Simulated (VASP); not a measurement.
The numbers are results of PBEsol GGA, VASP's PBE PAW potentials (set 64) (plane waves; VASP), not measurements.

A VASP calculation is set up with these files.

KPOINTS:
```
Automatic mesh
0
Gamma
6 6 1
0 0 0
```

**POSCAR**
```
MgS(100) slab
1.0
  3.6610882474   0.0000000000   0.0000000000
  0.0000000000   3.6610882474   0.0000000000
  0.0000000000   0.0000000000  25.2903942212
Mg S
4 4
Cart
  0.0000000000   1.8305441237   8.7620341107
  1.8305441237   0.0000000000  11.3508094440
  0.0000000000   1.8305441237  13.9395847772
  1.8305441237   0.0000000000  16.5283601105
  0.0000000000   1.8305441237  11.3508094440
  1.8305441237   0.0000000000   8.7620341107
  0.0000000000   1.8305441237  16.5283601105
  1.8305441237   0.0000000000  13.9395847772
```

### INCAR
```
SYSTEM = MgS(100) slab
PREC = Normal; ENCUT = 400; LREAL = .FALSE.
LASPH = .TRUE.
EDIFF = 1E-5; NELM = 100; NELMIN = 4
ALGO = Normal
ISMEAR = 0; SIGMA = 0.05
GGA = PS
IBRION = 2; NSW = 50; ISIF = 2
EDIFFG = -0.03
LWAVE = .TRUE.; LCHARG = .FALSE.
DIPOL = 0.5 0.5 0.5
LDIPOL = .TRUE.; IDIPOL = 3
```

POTCAR, in this order: Mg S (PBE.64 set). Program: vasp_std.

What does the run give for the energy per atom (σ→0)?

```
Property                               Result
---------------------  ----------------------
energy per atom (σ→0)  -427.8 kJ/mol of atoms
```

File OSZICAR:
```
...
   7 F= -.35471903E+02 E0= -.35471903E+02  d E =-.344835E-02
       N       E                     dE             d eps       ncg     rms          rms(c)
DAV:   1    -0.354720980383E+02   -0.19791E-03   -0.59497E-02   420   0.117E+00    0.170E-01
DAV:   2    -0.354723573867E+02   -0.25935E-03   -0.33098E-03   505   0.346E-01    0.526E-02
DAV:   3    -0.354723336641E+02    0.23723E-04   -0.83713E-05   542   0.591E-02    0.322E-02
DAV:   4    -0.354723218288E+02    0.11835E-04   -0.46876E-05   466   0.367E-02    0.186E-02
DAV:   5    -0.354723223652E+02   -0.53640E-06   -0.96380E-06   325   0.193E-02
   8 F= -.35472322E+02 E0= -.35472322E+02  d E =-.386775E-02
```

The cell is a thin slab with vacuum, built from MgS (rock salt): (100) face.
